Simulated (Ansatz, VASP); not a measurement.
# Cross-check of Ta between VASP and Ansatz

Aim: how closely do two programs agree when they are given the same cell, functional and k mesh? The cell is taken from a series of runs on this material, whose earlier steps may have relaxed, scaled, displaced or heated it; both programs get it as it stands.

Method: plane waves, with VASP 6.6.1 beside it; single point at PBEsol, in Ansatz 0.2.0.

## 1. The structure

It takes space group Im-3m (No. 229, cubic). The conventional cell has a = 3.249 Å, b = 3.249 Å, c = 3.249 Å, α = 90.00°, β = 90.00°, γ = 90.00°. Nearest to Ta lie 8 Ta at 2.81 Å.

## 2. Ansatz: single point, PBEsol

Ansatz runs on its PAW soft_1 files.

A single point gives forces, pressure and levels at one fixed geometry, so differences don't come from the geometry; what else differs is listed under the comparison.

Input file input.yaml:

```yaml
crystal:
  lattice:
    - [-1.6243096363, 1.6243096363, 1.6243096363]
    - [1.6243096363, -1.6243096363, 1.6243096363]
    - [1.6243096363, 1.6243096363, -1.6243096363]
  atoms:
    - { symbol: Ta, position: [0.0, 0.0, 0.0] }
kpoints:
  mp_grid: { grid: [20, 20, 20] }
hamiltonian:
  xc: pbesol
  pseudopotentials: { kind: paw, azcp: { folder: soft_1 }, xc_functional: pbe }
scf:
  occupations: { method: methfessel_paxton, width: 0.2 }
  lower_state_search: "off"
output:
  forces: true
  stress: true
  eigenvalues: true
```

The run is started by

```console
$ ansatz run input.yaml --threads 8 --pin off --max-ram 16384MiB --backend cpu --events-out ev --progress --plain --runs-dir out
```

Numbers of over 12 decimals in the logs are rounded to 6 here.

Log:

```text
Engine: ansatz 0.2.0, aarch64-unknown-linux-gnu
Pseudopotentials: kind: paw
Pseudopotential: Ta, paw, valence charge 13, recommended cutoff 420 eV (normal), soft_1/Ta.paw.azcp
Functional definition: PBEsol
  exchange = pbesol_x
  correlation = pbesol_c
Crystal: 1 atoms, lattice volume = 17.142 Å³
Basis set: ecut = 420 eV, 321 PW (Γ), exchange–correlation on 40×40×40 points (8 copies of the dense FFT grid, shifted against one another)
Bands: 11, of which v1, the nominal top of the filled ones, is band 7 counted from 1 (6 counted from 0)
Symmetry: 48 space group operations
Space group: Im-3m (ITA 229), of the structure as read, at distance tolerance 2.6e-5 Å
k-points: 256 of 8000
Non-local potential: Ta, projectors of the file, l = 0: 3, l = 1: 2, l = 2: 2, l = 3: 1
PAW form: soft (Blöchl's): semilocal exchange-correlation on the pseudo side does not see the compensation charge
PAW frozen core: Ta, regenerated for the run's functional, and the local potential with it (the file was generated under x = pbe(κ = 0.804, μ = 0.219515), c = pbe(β = 0.066725))
PAW one-centre angular grid: Ta, 590 points (default); XC on 64 Gauss nodes
Initial density: superposition of atomic densities (chi_scale 0.1, normalization cell)
Initial wavefunctions: pseudopotential atomic-orbital guess
Functional: x = pbesol(κ = 0.804, μ = 0.123457), c = pbesol(β = 0.046)
SCF iter   1: F=—  HF=-9807.515310 eV  |F-HF|=—  |Δ(HF+E_count)|=         —  Δρ=4.13e-2  dr2=2.97e-1  ethr=3.10e-3  ⟨swp⟩=5.0  Hψ=14413  notcnv=0
preconditioner: auto → none  [metal: Δε(μ)=0.009 eV  Ē_g=8.896 eV  σ=0.200 eV  W_gap=0.04  n_scr=0 (ndim 8)  ℏωp=20.1 eV  f_vac=0.000  D(μ)=1.14/eV (n_scr^D=12)]
SCF iter   2: F=—  HF=-9807.399455 eV  |F-HF|=—  |Δ(HF+E_count)|=   1.16e-1  S|Δr|=    0.00e0  Δρ=1.50e-2  dr2=2.02e-2  ethr=2.28e-3  ⟨swp⟩=2.6  Hψ=6539  notcnv=0  defer=44
SCF iter   3: F=—  HF=-9807.396247 eV  |F-HF|=—  |Δ(HF+E_count)|=   3.21e-3  S|Δr|=    0.00e0  Δρ=4.43e-3  dr2=1.07e-3  ethr=1.56e-4  ⟨swp⟩=2.4  Hψ=3656  notcnv=0  defer=44
SCF iter   4: F=—  HF=-9807.396337 eV  |F-HF|=—  |Δ(HF+E_count)|=   9.07e-5  S|Δr|=    0.00e0  Δρ=1.37e-4  dr2=7.49e-7  ethr=8.26e-6  ⟨swp⟩=1.0  Hψ=2772  notcnv=0  defer=44
SCF iter   5: F=—  HF=-9807.396338 eV  |F-HF|=—  |Δ(HF+E_count)|=   1.09e-6  S|Δr|=    0.00e0  Δρ=2.36e-5  dr2=2.12e-8  ethr=7.69e-10  ⟨swp⟩=6.9  Hψ=13966  notcnv=0
SCF iter   6: F=-9807.396338 eV  HF=-9807.396338 eV  |F-HF|=1.49e-10  |Δ(HF+E_count)|=   5.74e-9  S|Δr|=    0.00e0  Δρ=2.35e-6  dr2=2.44e-10  ethr=1.63e-10  ⟨swp⟩=2.2  Hψ=8441  notcnv=0
SCF 1 converged in 6 iterations: F = -9807.396338 eV  dr2 = 2.44e-10
  greatest PAW one-centre occupation: 0.999 electrons in one spin orbital (limit 2), on the Ta atom at site 0 (counted from 0), in its partial waves of l = 0
SCF converged after 6 iterations
Stability not checked: this state was not tested for a lower state beside it, because cold or Methfessel-Paxton smearing, or corrected tetrahedra, fill the levels in a way that the test cannot read (fill_not_monotonic; see scf.lower_state_search)
Free energy (F): -9807.396338 eV
Harris-Foulkes:  -9807.396338 eV  (|F-HF|=1.49e-10)
Internal energy: -9807.397221 eV  (E = F + TS)
E sigma→0 (E₀):  -9807.396559 eV
Entropy (-TS):   0.000883 eV (0.883 meV/atom)
Fermi energy:    19.365617 eV
--- Per-component energies (eV) ---
  E_band       = -92.810182
  E_kinetic    = 395.631932
  E_local      = -520.880456  (includes V_loc(G=0)·N_el)
  E_nonlocal   = -8.540163
  E_hartree    = 190.294829
  E_xc         = -319.638165
  E_vxc        = -234.541258  (∫ρ·V_xc dr)
  E_paw        = -8181.404468  (= ΣΔE_a)
  E_vpaw       = -105.070087  (= ΣTr[D̂ρ^β])
  E_aug_tail   = 0.000103  (compensation charges beyond the density's cutoff)
  E_ewald      = -1363.074546
  E_core_change = 0.213713  (= ΣΔE_core)
  E_smearing   = 0.000883  (= −TS)
  E_closure    = -0.000000  (closes the sum)
  Σ components = -9807.396338   (vs F -9807.396338, Δ=0.00e0)
--- Forces (eV/Å), atoms counted from 1 ---
  atom   1  Ta     0.00000000    -0.00000000     0.00000000
  max |Σ_I F_I| component: 1.15e-31 eV/Å
--- Stress (GPa, compression-positive) ---
        6.727950      -0.000000       0.000000
        0.000000       6.727950       0.000000
        0.000000       0.000000       6.727950
  P = ⅓ Tr σ = 6.7279 GPa (67.279 kbar)
--- Band table (eV; the first three rows and the last of 256) ---
  k-point 0: bands = [... 3 lower, -13.3857, 11.2869, 20.1088, 20.1088, 20.1088, 23.5611, 23.5611, 34.1921]
  k-point 1: bands = [... 3 lower, -13.3860, 11.4065, 20.0294, 20.0873, 20.2260, 23.4246, 23.5599, 34.3035]
  k-point 2: bands = [... 3 lower, -13.3867, 11.7544, 19.8078, 19.9998, 20.5745, 23.1220, 23.5627, 34.6008]
  k-point 255: bands = [... 3 lower, -14.3486, 15.2740, 15.2740, 26.6553, 26.6553, 26.6553, 28.4461, 28.4461]
```

In the SCF lines HF is the Harris–Foulkes energy and dr2 the Hartree energy of the density residual, in eV; the loop may stop once dr2 is under the threshold and the program's other checks hold. Hψ counts applications of the Hamiltonian.

The run ends at a pressure of 6.73 GPa.

## 3. VASP: single point, PBEsol

The same cell, functional, mesh and smearing now go to VASP, with its own data sets.

Lines of VASP's logs that name or quote its potential files are left out, and so is its time.

Input file INCAR:

```
SYSTEM = Ta
PREC = Accurate
ENCUT = 500
EDIFF = 1E-06
NELM = 120
ISMEAR = 1
SIGMA = 0.2
LREAL = .FALSE.
ALGO = Normal
GGA = PS
NBANDS = 11
LASPH = .TRUE.
LORBIT = 11
LWAVE = .FALSE.
LCHARG = .FALSE.
ISIF = 2
GGA_COMPAT = .FALSE.
```

Input file POSCAR:

```
Ta
1.0
   -1.6243096363      1.6243096363      1.6243096363
    1.6243096363     -1.6243096363      1.6243096363
    1.6243096363      1.6243096363     -1.6243096363
Ta
1
Direct
    0.0000000000      0.0000000000      0.0000000000
```

Input file KPOINTS:

```
Automatic mesh
0
Gamma
20 20 20
0 0 0
```

Potentials, in the order of the species: Ta_pv (PBE family, release 64).

The run is started by

```console
$ mpirun -np 1 vasp_std
```

Log:

```text
[banner, memory and clock lines left out]
running    1 mpi-ranks, on    1 nodes
 distrk:  each k-point on    1 cores,    1 groups
 distr:  one band on    1 cores,    1 groups

 POSCAR found type information on POSCAR Ta
 POSCAR found :  1 types and       1 ions
|                                                                             |
|               ----> ADVICE to this user running VASP <----                  |
|                                                                             |
|     You enforced a specific xc type in the INCAR file but a different       |
|     [... a line on the potential file left out ...]
|     I HOPE YOU KNOW WHAT YOU ARE DOING!                                     |
|                                                                             |

 LDA part: xc-table for (Slater+PW92), standard interpolation
 POSCAR, INCAR and KPOINTS ok, starting setup
 FFT: planning ... GRIDC
 FFT: planning ... GRID_SOFT
 FFT: planning ... GRID
 WAVECAR not read
 entering main loop
       N       E                     dE             d eps       ncg     rms          rms(c)
DAV:   1     0.549430226243E+02    0.54943E+02   -0.61734E+03  5648   0.935E+02
DAV:   2    -0.121126942562E+02   -0.67056E+02   -0.65480E+02  6322   0.246E+02
DAV:   3    -0.130125734555E+02   -0.89988E+00   -0.89418E+00  6821   0.275E+01
DAV:   4    -0.130152605869E+02   -0.26871E-02   -0.26867E-02  6236   0.161E+00
DAV:   5    -0.130152714865E+02   -0.10900E-04   -0.10901E-04  6654   0.977E-02    0.151E+01
DAV:   6    -0.126551651940E+02    0.36011E+00   -0.30580E-01  6451   0.611E+00    0.747E+00
DAV:   7    -0.125406037173E+02    0.11456E+00   -0.27139E-01  6502   0.539E+00    0.383E-01
DAV:   8    -0.125393123741E+02    0.12913E-02   -0.90826E-03  6574   0.780E-01    0.706E-02
DAV:   9    -0.125393128230E+02   -0.44890E-06   -0.45561E-05  6575   0.733E-02    0.206E-02
DAV:  10    -0.125393104491E+02    0.23739E-05   -0.22045E-06  6281   0.171E-02    0.385E-03
DAV:  11    -0.125393102923E+02    0.15678E-06   -0.12356E-07  3605   0.406E-03
   1 F= -.12539310E+02 E0= -.12539599E+02  d E =0.865203E-03
```

OUTCAR, selected parts (step 3):

```text
ion  position               nearest neighbor table
   1  0.000  0.000  0.000-

  LATTYP: Found a body centered cubic cell.
 ALAT       =     3.2486192726

 Subroutine GETGRP returns: Found 48 space group operations
 (whereof 48 operations were pure point group operations)

The static configuration has the point symmetry O_h .

 Found    256 irreducible k-points:

   k-points           NKPTS =    256   k-points in BZ     NKDIM =    256   number of bands    NBANDS=     11

   dimension x,y,z NGX =    24 NGY =   24 NGZ =   24
   dimension x,y,z NGXF=    48 NGYF=   48 NGZF=   48

   ENCUT  =  500.0 eV  36.75 Ry    6.06 a.u.   5.13  5.13  5.13*2*pi/ulx,y,z

   NELECT =      11.0000    total number of electrons

 k-points in reciprocal lattice and weights: Automatic mesh
   0.00000000  0.00000000  0.00000000       0.000
   0.05000000  0.00000000  0.00000000       0.002
   0.10000000  0.00000000  0.00000000       0.002
   0.15000000  0.00000000  0.00000000       0.002
   0.20000000  0.00000000  0.00000000       0.002
   0.25000000  0.00000000  0.00000000       0.002
   0.30000000  0.00000000  0.00000000       0.002
   0.35000000  0.00000000  0.00000000       0.002
   0.40000000  0.00000000  0.00000000       0.002
[...]
0.50000000  0.50000000  0.45000000       0.002
   0.50000000  0.50000000  0.50000000       0.000

 average (electrostatic) potential at core
       1 -35.6711

 E-fermi :   5.7000

 k-point     1 :       0.0000    0.0000    0.0000
  band No.  band energies     occupation
      1     -27.1034      2.00000
      2     -27.1034      2.00000
      3     -27.1034      2.00000
      4      -2.3907      2.00000
      5       6.4412     -0.00000
      6       6.4412     -0.00000
      7       6.4412     -0.00000
      8       9.8914      0.00000
      9       9.8914      0.00000
    ...

 k-point     2 :       0.0500    0.0000    0.0000
  band No.  band energies     occupation
      1     -27.1408      2.00000
      2     -27.1146      2.00000
      3     -27.1036      2.00000
      4      -2.2707      2.00000
      5       6.3620     -0.00003
      6       6.4199     -0.00000
      7       6.5586     -0.00000
      8       9.7569      0.00000
      9       9.8908      0.00000
    ...

 k-point     3 :       0.1000    0.0000    0.0000
  band No.  band energies     occupation
      1     -27.2484      2.00000
      2     -27.1474      2.00000
      3     -27.1043      2.00000
      4      -1.9217      2.00000
      5       6.1408     -0.00782
      6       6.3332     -0.00007
      7       6.9077     -0.00000
      8       9.4575     -0.00000
      9       9.8949      0.00000
    ...

  Total        0.7473716      0.7473716      0.7473716      0.0000000      0.0000000      0.0000000
  in kB       69.8523039     69.8523039     69.8523039      0.0000000      0.0000000      0.0000000
  external PRESSURE =      69.8523039 kB  Pullay stress =       0.0000000 kB

  energy-cutoff  :      500.00
  volume of cell :       17.14
      direct lattice vectors                 reciprocal lattice vectors
    -1.624309636  1.624309636  1.624309636     0.000000000  0.307823083  0.307823083
     1.624309636 -1.624309636  1.624309636     0.307823083  0.000000000  0.307823083
     1.624309636  1.624309636 -1.624309636     0.307823083  0.307823083  0.000000000

 POSITION                                       TOTAL-FORCE (eV/Angst)
 -----------------------------------------------------------------------------------
      0.00000      0.00000      0.00000         0.000000      0.000000     -0.000000
 -----------------------------------------------------------------------------------
    total drift:                                0.000000      0.000000     -0.000000

  FREE ENERGIE OF THE ION-ELECTRON SYSTEM (eV)
  ---------------------------------------------------
  free  energy   TOTEN  =       -12.5393102923 eV

  energy  without entropy=      -12.5401754956  energy(sigma->0) =      -12.53959869

 total charge
# of ion       s       p       d       tot
------------------------------------------
    1        0.382   6.182   2.468   9.033

[... 3 further parts left out ...]
```

This run has no spin polarisation. Its electron count is odd, so without a moment it is a metal by construction. The PAW data sets were made with PBE, which is usual practice but a small mismatch for other functionals.

## 4. Comparison

Known differences besides the potentials themselves: the data sets hold 13 valence electrons in Ansatz (on its PAW soft_1 files) and 11 in VASP; the cutoff is 420 eV in Ansatz and 500 eV in VASP; Ansatz makes its cores anew for this functional, VASP keeps those of its PBE data sets. Total energies have different zeros and are not compared.

The two programs side by side:

```tsv
quantity	Ansatz	VASP	difference
pressure (GPa)	6.73	6.99	-0.26
```

## 5. Outcome

```yaml
difference_in_pressure_single_point_pbesol: -0.26 GPa
```

In words: The difference in pressure is -0.26 GPa (single point, PBEsol), within the 1 GPa picked in this series as the mark of a large difference. The data sets hold unlike numbers of valence electrons (13 in Ansatz and 11 in VASP), so part of the differences comes from the potentials. How closely two codes agree says nothing of how well the functional describes the real material.

[Lines on the potential files, build, host, timing and source positions are cut from VASP's logs without a mark.]

[Logs are printed without paths, hosts, clocks, repeated set-up lines and the standing remarks that a program may print on its own settings, such as how far it seeks lower states.]

[Hosts, paths, dates, database ids (printed as entryN), source tags and the programs' standing remarks are cut or masked in the printed files.]
